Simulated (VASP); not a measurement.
Calculation: PBEsol GGA, VASP's PBE PAW potentials (set 64) (plane waves; VASP 6.6.1).

Input for VASP

KPOINTS:
```
Automatic mesh
0
Gamma
11 11 9
0 0 0
```

File POSCAR:
```
ZrB2
1
    1.5284779163    -2.6474019553    -0.0000000000
    1.5284779163     2.6474019553     0.0000000000
   -0.0000000000     0.0000000000     3.3875778656
Zr B
1 2
Direct
  1.0000000000   0.0000000000   0.0000000000
  0.3333330000   0.6666670000   0.5000000000
  0.6666670000   0.3333330000   0.5000000000
```

### INCAR
```
# general
SYSTEM  = ZrB2
PREC    = Accurate
ENCUT   = 620
LREAL   = .FALSE.
LASPH   = .TRUE.

# electronic loop
EDIFF   = 1E-6   # SCF stop (eV)
NELM    = 100
ALGO    = Normal
LMAXMIX = 4   # l cut-off of mixed one-centre charges

# smearing
ISMEAR  = 1   # Methfessel-Paxton
SIGMA   = 0.1

# functional
GGA     = PS

# ions
IBRION  = 2   # conjugate gradients
NSW     = 40   # most ionic steps
ISIF    = 3   # ions, shape and volume
EDIFFG  = -0.02   # ionic stop
PSTRESS = 300   # kbar

# output
LWAVE   = .FALSE.
LCHARG  = .FALSE.
```

POTCAR, in this order: Zr_sv B (PBE.64 set). Program: vasp_std.

The resulting files:

File OUTCAR:
```
 ion  position               nearest neighbor table
   1  0.000  0.000  0.000-   2 2.45   3 2.45   2 2.45   3 2.45   3 2.45   3 2.45   2 2.45   2 2.45
                             3 2.45   3 2.45   2 2.45   2 2.45
   2  0.333  0.667  0.500-   3 1.76   3 1.76   3 1.76   1 2.45   1 2.45   1 2.45   1 2.45   1 2.45
                             1 2.45
   3  0.667  0.333  0.500-   2 1.76   2 1.76   2 1.76   1 2.45   1 2.45   1 2.45   1 2.45   1 2.45
                             1 2.45
  LATTYP: Found a hexagonal cell.
 ALAT       =     3.0569563055
 C/A-ratio  =     1.1081538390
 Subroutine PRICEL returns:
 Original cell was already a primitive cell.
 Subroutine GETGRP returns: Found 24 space group operations
The static configuration has the point symmetry D_6h.
The dynamic configuration has the point symmetry D_6h.
 Subroutine INISYM returns: Found 24 space group operations
 Subroutine IBZKPT returns following result:
 Found     80 irreducible k-points:

 Following reciprocal coordinates:
            Coordinates               Weight
  0.000000  0.000000  0.000000      1.000000
  0.090909  0.000000  0.000000      6.000000
  0.181818 -0.000000  0.000000      6.000000
  0.272727 -0.000000  0.000000      6.000000
  0.363636 -0.000000  0.000000      6.000000
  0.454545 -0.000000  0.000000      6.000000
  0.090909  0.090909  0.000000      6.000000
  0.181818  0.090909  0.000000     12.000000
  0.272727  0.090909  0.000000     12.000000
  0.363636  0.090909  0.000000     12.000000
  0.454545  0.090909  0.000000      6.000000
  0.181818  0.181818  0.000000      6.000000
  0.272727  0.181818  0.000000     12.000000
  0.363636  0.181818  0.000000     12.000000
  0.272727  0.272727  0.000000      6.000000
  0.363636  0.272727  0.000000      6.000000
  0.000000  0.000000  0.111111      2.000000
  0.090909  0.000000  0.111111     12.000000
  0.181818 -0.000000  0.111111     12.000000
  0.272727 -0.000000  0.111111     12.000000
  0.363636 -0.000000  0.111111     12.000000
  0.454545 -0.000000  0.111111     12.000000
  0.090909  0.090909  0.111111     12.000000
  0.181818  0.090909  0.111111     24.000000
  0.272727  0.090909  0.111111     24.000000
  0.363636  0.090909  0.111111     24.000000
  0.454545  0.090909  0.111111     12.000000
  0.181818  0.181818  0.111111     12.000000
  0.272727  0.181818  0.111111     24.000000
  0.363636  0.181818  0.111111     24.000000
  0.272727  0.272727  0.111111     12.000000
  0.363636  0.272727  0.111111     12.000000
  0.000000  0.000000  0.222222      2.000000
  0.090909  0.000000  0.222222     12.000000
  0.181818 -0.000000  0.222222     12.000000
  0.272727 -0.000000  0.222222     12.000000
  0.363636 -0.000000  0.222222     12.000000
  0.454545 -0.000000  0.222222     12.000000
  0.090909  0.090909  0.222222     12.000000
  0.181818  0.090909  0.222222     24.000000
   k-points           NKPTS =     80   k-points in BZ     NKDIM =     80   number of bands    NBANDS=     13
   number of dos      NEDOS =    301   number of ions     NIONS =      3
   total plane-waves  NPLWV =  21952
   dimension x,y,z NGX =    28 NGY =   28 NGZ =   28
   dimension x,y,z NGXF=    56 NGYF=   56 NGZF=   56
   ions per type =               1   2
   PREC   = accura    normal or accurate (medium, high low for compatibility)
   ISTART =      0    job   : 0-new  1-cont  2-samecut
   ICHARG =      2    charge: 1-file 2-atom 10-const
   ISPIN  =      1    spin polarized calculation?
   LNONCOLLINEAR =      F non collinear calculations
   LSORBIT =      F    spin-orbit coupling
   INIWAV =      1    electr: 0-lowe 1-rand  2-diag
   ENCUT  =  620.0 eV  45.57 Ry    6.75 a.u.   6.21  6.21  6.88*2*pi/ulx,y,z
...
```

### OSZICAR
```
       N       E                     dE             d eps       ncg     rms          rms(c)
DAV:   1     0.131588480546E+03    0.13159E+03   -0.11248E+04  2080   0.161E+03
DAV:   2    -0.219959751257E+02   -0.15358E+03   -0.14755E+03  2393   0.374E+02
DAV:   3    -0.286959779244E+02   -0.67000E+01   -0.66178E+01  3200   0.686E+01
DAV:   4    -0.288780848031E+02   -0.18211E+00   -0.18198E+00  2681   0.104E+01
DAV:   5    -0.288826734448E+02   -0.45886E-02   -0.45885E-02  3176   0.129E+00    0.286E+01
DAV:   6    -0.262226427896E+02    0.26600E+01   -0.71380E+00  2513   0.208E+01    0.123E+01
DAV:   7    -0.261634971631E+02    0.59146E-01   -0.99228E-01  3130   0.694E+00    0.392E+00
DAV:   8    -0.261644847017E+02   -0.98754E-03   -0.14413E-01  2459   0.371E+00    0.806E-01
DAV:   9    -0.261601964648E+02    0.42882E-02   -0.23035E-02  2530   0.137E+00    0.161E-01
DAV:  10    -0.261600859638E+02    0.11050E-03   -0.94040E-04  2626   0.298E-01    0.454E-02
DAV:  11    -0.261600891108E+02   -0.31471E-05   -0.28110E-05  2779   0.588E-02    0.192E-02
DAV:  12    -0.261600877606E+02    0.13502E-05   -0.38926E-06  2466   0.211E-02    0.351E-03
DAV:  13    -0.261600878059E+02   -0.45244E-07   -0.84971E-07  1373   0.894E-03
   1 F= -.21026642E+02 E0= -.21026609E+02  d E =-.210266E+02
```

OUTCAR:
```
------------------------ aborting loop because EDIFF is reached ----------------------------------------
  FORCE on cell =-STRESS in cart. coord.  units (eV):
  Direction    XX          YY          ZZ          XY          YZ          ZX
  --------------------------------------------------------------------------------------
  Total        5.1570957      5.1570978      5.0870038      0.0000000     -0.0000000      0.0000000
  in kB      301.3820880    301.3822123    297.2858984      0.0000000     -0.0000000      0.0000000
  external PRESSURE =       0.0167329 kB  Pullay stress =     300.0000000 kB
  volume of cell :       27.42
      direct lattice vectors                 reciprocal lattice vectors
     1.528477916 -2.647401955  0.000000000     0.327122816 -0.188864407  0.000000000
     1.528477916  2.647401955  0.000000000     0.327122816  0.188864407  0.000000000
     0.000000000  0.000000000  3.387577866     0.000000000  0.000000000  0.295196167
 POSITION                                       TOTAL-FORCE (eV/Angst)
 -----------------------------------------------------------------------------------
      0.00000      0.00000      0.00000         0.000000      0.000000     -0.000000
      1.52848      0.88247      1.69379        -0.000000      0.000000     -0.000000
      1.52848     -0.88247      1.69379         0.000000     -0.000000      0.000000
 -----------------------------------------------------------------------------------
    total drift:                                0.000000      0.000000      0.000000
  FREE ENERGIE OF THE ION-ELECTRON SYSTEM (eV)
  ---------------------------------------------------
  free  energy   TOTEN  =       -26.1600878059 eV

  energy  without entropy=      -26.1599894390  energy(sigma->0) =      -26.16005502
  enthalpy is  TOTEN    =       -21.0266416851 eV   P V=        5.1334461208

 reached required accuracy - stopping structural energy minimisation
```
(Selected blocks of OUTCAR.)

The compound is ZrB2 in the AlB2 type structure. It was relaxed first under an external pressure of 30 GPa.
